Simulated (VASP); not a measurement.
These are PBE GGA with D3 dispersion (Becke-Johnson damping), VASP's PBE PAW potentials (set 64) (plane waves; VASP) values and carry that method's errors.

VASP ran on this input.

File KPOINTS:
```
Regular mesh
0
Gamma
 15 15 9
```

INCAR:
```
! general
SYSTEM  = Ru
PREC    = Accurate
ENCUT   = 520
LREAL   = .False.
LASPH   = .True.   ! aspherical one-centre terms

! electronic loop
EDIFF   = 1E-7   ! SCF stop (eV)
NELM    = 100   ! most electronic steps
ALGO    = Normal
LMAXMIX = 4

! smearing
ISMEAR  = 1
SIGMA   = 0.1   ! width (eV)

! functional
GGA     = PE
IVDW    = 12   ! D3, Becke-Johnson

! ions
IBRION  = 2
NSW     = 30   ! most ionic steps
ISIF    = 4   ! ions and shape, fixed volume
EDIFFG  = -0.01

! output
LWAVE   = .False.
LCHARG  = .False.
```

File POSCAR:
```
Ru
1
    1.3762058628    -2.3836586330     0.0000000000
    1.3762058628     2.3836586330     0.0000000000
    0.0000000000     0.0000000000     4.3433577929
Ru
2
Direct
  0.3333330000   0.6666670000   0.2500000000
  0.6666670000   0.3333330000   0.7500000000
```

POTCAR, in this order: Ru_pv (PBE.64 set). Program: vasp_std.

What VASP printed:

### OUTCAR
```
 ion  position               nearest neighbor table
   1  0.333  0.667  0.250-   2 2.69   2 2.69   2 2.69   2 2.69   2 2.69   2 2.69
   2  0.667  0.333  0.750-   1 2.69   1 2.69   1 2.69   1 2.69   1 2.69   1 2.69
  LATTYP: Found a hexagonal cell.
 ALAT       =     2.7524118615
 C/A-ratio  =     1.5780188473
 Subroutine PRICEL returns:
 Original cell was already a primitive cell.
 Subroutine GETGRP returns: Found 24 space group operations
The static configuration has the point symmetry D_3d.
 The point group associated with its full space group is D_6h.
The dynamic configuration has the point symmetry D_3d.
 Subroutine INISYM returns: Found 24 space group operations
 Subroutine IBZKPT returns following result:
 Found    135 irreducible k-points:

 Following reciprocal coordinates:
            Coordinates               Weight
  0.000000  0.000000  0.000000      1.000000
  0.066667  0.000000  0.000000      6.000000
  0.133333  0.000000  0.000000      6.000000
  0.200000  0.000000  0.000000      6.000000
  0.266667  0.000000  0.000000      6.000000
  0.333333  0.000000  0.000000      6.000000
  0.400000  0.000000  0.000000      6.000000
...
```

File OSZICAR:
```
       N       E                     dE             d eps       ncg     rms          rms(c)
DAV:   1     0.285736013735E+03    0.28574E+03   -0.18035E+04  4860   0.172E+03
DAV:   2    -0.131049036696E+02   -0.29884E+03   -0.29309E+03  5166   0.493E+02
DAV:   3    -0.197509383852E+02   -0.66460E+01   -0.63799E+01  5286   0.782E+01
DAV:   4    -0.198359995129E+02   -0.85061E-01   -0.84336E-01  5760   0.713E+00
DAV:   5    -0.198370814735E+02   -0.10820E-02   -0.10819E-02  5338   0.816E-01    0.158E+01
DAV:   6    -0.185225646287E+02    0.13145E+01   -0.38321E+00  4902   0.200E+01    0.371E+00
DAV:   7    -0.184491768194E+02    0.73388E-01   -0.22836E-01  4990   0.438E+00    0.970E-01
DAV:   8    -0.184411888020E+02    0.79880E-02   -0.60120E-03  5108   0.902E-01    0.156E-01
DAV:   9    -0.184412020788E+02   -0.13277E-04   -0.51281E-04  6370   0.243E-01    0.465E-02
DAV:  10    -0.184412142266E+02   -0.12148E-04   -0.16397E-05  5280   0.411E-02    0.769E-03
DAV:  11    -0.184412161520E+02   -0.19253E-05   -0.10031E-06  5466   0.890E-03    0.356E-03
DAV:  12    -0.184412156468E+02    0.50517E-06   -0.50648E-08  2714   0.229E-03    0.593E-04
DAV:  13    -0.184412157139E+02   -0.67087E-07   -0.96986E-09  2474   0.909E-04
   1 F= -.19628178E+02 E0= -.19627707E+02  d E =-.196282E+02
       N       E                     dE             d eps       ncg     rms          rms(c)
DAV:   1    -0.184415850849E+02   -0.36944E-03   -0.13651E-02  4908   0.101E+00    0.116E-01
DAV:   2    -0.184412863836E+02    0.29870E-03   -0.42816E-04  4902   0.194E-01    0.467E-02
DAV:   3    -0.184412286212E+02    0.57762E-04   -0.19505E-04  5858   0.962E-02    0.104E-02
DAV:   4    -0.184412287599E+02   -0.13871E-06   -0.59467E-06  5866   0.285E-02    0.602E-03
DAV:   5    -0.184412287096E+02    0.50290E-07   -0.60596E-07  5554   0.573E-03
   2 F= -.19628188E+02 E0= -.19627734E+02  d E =-.102604E-04
       N       E                     dE             d eps       ncg     rms          rms(c)
DAV:   1    -0.184412755806E+02   -0.46821E-04   -0.16506E-03  4912   0.353E-01    0.406E-02
DAV:   2    -0.184412388735E+02    0.36707E-04   -0.52147E-05  4902   0.680E-02    0.163E-02
DAV:   3    -0.184412319594E+02    0.69141E-05   -0.23848E-05  5852   0.337E-02    0.358E-03
DAV:   4    -0.184412319805E+02   -0.21067E-07   -0.72694E-07  5614   0.998E-03
   3 F= -.19628193E+02 E0= -.19627731E+02  d E =-.145822E-04
```

### OUTCAR
```
------------------------ aborting loop because EDIFF is reached ----------------------------------------
 Edisp (eV)   -1.18696
  FORCE on cell =-STRESS in cart. coord.  units (eV):
  Direction    XX          YY          ZZ          XY          YZ          ZX
  --------------------------------------------------------------------------------------
  Total      -3.02809    -3.02809    -3.03101    -0.00000     0.00000     0.00000
  in kB    -170.25378  -170.25380  -170.41768    -0.00000     0.00000     0.00000
  external pressure =     -170.31 kB  Pullay stress =        0.00 kB
  volume of cell :       28.50
      direct lattice vectors                 reciprocal lattice vectors
     1.375826281 -2.383001164  0.000000000     0.363417974 -0.209819453  0.000000000
     1.375826281  2.383001164 -0.000000000     0.363417974  0.209819453  0.000000000
     0.000000000  0.000000000  4.345754759     0.000000000  0.000000000  0.230109625
 POSITION                                       TOTAL-FORCE (eV/Angst)
 -----------------------------------------------------------------------------------
      1.37583      0.79434      1.08644        -0.000000     -0.000000      0.000000
      1.37583     -0.79434      3.25932         0.000000      0.000000      0.000000
 -----------------------------------------------------------------------------------
    total drift:                               -0.000000      0.000530     -0.000046
  FREE ENERGIE OF THE ION-ELECTRON SYSTEM (eV)
  ---------------------------------------------------
  free  energy   TOTEN  =       -19.6281927134 eV

  energy  without entropy=      -19.6268090284  energy(sigma->0) =      -19.62773149

 reached required accuracy - stopping structural energy minimisation
```
(Selected blocks of OUTCAR.)

CONTCAR:
```
Ru
   1.00000000000000
     1.3758262813848050   -2.3830011636378270    0.0000000000000000
     1.3758262813848050    2.3830011636378270   -0.0000000000000000
     0.0000000000000000    0.0000000000000000    4.3457547585524692
  Ru
     2
Direct
     0.3333330000000032    0.6666669999999968    0.2500000000000000
     0.6666669999999968    0.3333330000000032    0.7500000000000000
```

**OUTCAR**
```
 val. band max:       11.9554635484   @ k =   0.2667   0.0000   0.3333

 cond. band min:      11.9598693038   @ k =   0.2667   0.2000   0.2222


 Fermi energy:        11.9572482891

 k-point     1 :       0.0000    0.0000    0.0000
  band No.  band energies     occupation
      1     -31.4974      2.00000
      2     -30.7079      2.00000
      3     -30.7079      2.00000
      4     -30.5601      2.00000
      5     -30.5601      2.00000
      6     -30.5191      2.00000
      7       4.2762      2.00000
      8       6.1501      2.00000
      9       9.5636      2.00000
     10       9.5636      2.00000
     11       9.7452      2.00000
     12      10.1961      2.00000
     13      10.1961      2.00000
     14      10.6694      2.00000
     15      10.6694      2.00000
     16      13.0741     -0.00000
     17      13.0741     -0.00000
     18      13.2500     -0.00000

 k-point     2 :       0.0667    0.0000    0.0000
  band No.  band energies     occupation
      1     -31.4844      2.00000
      2     -30.7350      2.00000
      3     -30.7171      2.00000
      4     -30.5885      2.00000
      5     -30.5639      2.00000
      6     -30.5252      2.00000
      7       4.4330      2.00000
      8       6.2686      2.00000
      9       9.2802      2.00000
     10       9.6882      2.00000
     11       9.9910      2.00000
     12      10.1332      2.00000
     13      10.3104      2.00000
     14      10.5188      2.00000
     15      10.5760      2.00000
     16      11.9267      1.49068
     17      13.1314     -0.00000
     18      14.6122      0.00000

 k-point     3 :       0.1333    0.0000    0.0000
  band No.  band energies     occupation
      1     -31.4468      2.00000
      2     -30.8115      2.00000
      3     -30.7427      2.00000
      4     -30.6676      2.00000
      5     -30.5750      2.00000
      6     -30.5436      2.00000
      7       4.8798      2.00000
      8       6.5784      2.00000
      9       8.8918      2.00000
...
```

The compound is Ru in the hcp structure. This cell is one point of a volume scan, at 1.06 of the reference volume. Symmetry was kept, so distortions that lower it aren't found.
